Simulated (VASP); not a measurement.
Here is the system:

```
KMgF3
1.0
    4.04437     0.00000     0.00000
    0.00000     4.04437     0.00000
    0.00000     0.00000     4.04437
K Mg F
1 1 3
Cartesian
  0.00000   0.00000   0.00000
  2.02218   2.02218   2.02218
  2.02218   0.00000   2.02218
  0.00000   2.02218   2.02218
  2.02218   2.02218   0.00000
```

Level of theory: PBE GGA, VASP's PBE PAW potentials (set 64) (plane waves; VASP). Settings: 620 eV cut-off, 6×6×6 Γ-centred mesh, Gaussian smearing of 0.050 eV, potentials K_sv Mg F.

Energy and stress use the plane-wave basis of the starting cell.

The ions, cell shape and volume at an external pressure of 5.0 GPa are relaxed. Which structure does the run end with?

```
KMgF3
1.0
    3.95746     0.00000     0.00000
    0.00000     3.95746     0.00000
    0.00000     0.00000     3.95746
K Mg F
1 1 3
Direct
  0.00000   0.00000   0.00000
  0.50000   0.50000   0.50000
  0.50000   0.00000   0.50000
  0.00000   0.50000   0.50000
  0.50000   0.50000   0.00000
```
Space group Pm-3m (221), at a tolerance of 0.03 Å.

How do energy and volume change from the first to the last step?

The energy (σ→0) changes by +12.0 meV/atom and the volume by -6.3 %, in 3 ionic steps.

The compound is KMgF3 in the cubic perovskite structure. This run relaxes it under an external pressure of 5 GPa. Symmetry was kept, so distortions that lower it aren't found.
